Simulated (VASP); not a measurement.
Input:

```
AuCu3
1.0
    3.77750     0.00000     0.00000
    0.00000     3.77750     0.00000
    0.00000     0.00000     3.77750
Cu Au
3 1
Direct
  0.00000   0.50000   0.50000
  0.50000   0.00000   0.50000
  0.50000   0.50000   0.00000
  0.00000   0.00000   0.00000
```

These are PBE GGA, VASP's PBE PAW potentials (set 64) (plane waves; VASP 6.6.1) values and carry that method's errors. Settings: 480 eV cut-off, 8×8×8 Γ-centred mesh, first-order Methfessel-Paxton smearing of 0.10 eV, potentials Cu Au.

Unless said otherwise, spin-orbit coupling is left out, though it shifts the bands of the heavy elements here.

Question: What does the run give for the energy per atom (σ→0), band gap (on the k-mesh) with the smallest direct gap where there is one?

Answer: 
```yaml
band gap (on the k-mesh): none (metal, semimetal or under 0.01 eV)
energy per atom (σ→0): -3.645 eV/atom
```

The compound is Cu3Au in the L1_2 structure. It was relaxed first.
